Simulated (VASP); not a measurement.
```
CELL_PARAMETERS angstrom
      0.00000     2.29992     2.29992
      2.29992     0.00000     2.29992
      2.29992     2.29992     0.00000
ATOMIC_POSITIONS crystal
  Hf 0.00000 0.00000 0.00000
  C  0.50000 0.50000 0.50000
```

All values below come from AM05 GGA, VASP's PBE PAW potentials (set 64) (plane waves; VASP). Run with 520 eV cut-off, Gaussian smearing of 0.050 eV, potentials Hf_pv C.

**Question.** Give the energies of bands 5 to 10 at the high-symmetry points, in eV from the Fermi level.

**Answer.** 
| band | Γ | X | U | L | W |
|---|---|---|---|---|---|
| 5 | 1.03 | -2.59 | -3.63 | -6.36 | -3.10 |
| 6 | 1.03 | -1.98 | -2.76 | -3.12 | -2.77 |
| 7 | 1.03 | -0.06 | -1.70 | -3.12 | -2.77 |
| 8 | 1.34 | -0.06 | 1.55 | 5.47 | 3.73 |
| 9 | 1.34 | 5.47 | 5.95 | 5.47 | 3.73 |
| 10 | 1.34 | 6.98 | 6.36 | 5.96 | 6.99 |

It has no gap at this level: it comes out as a metal or semimetal.

The compound is HfC in the rock salt structure. It was relaxed first.
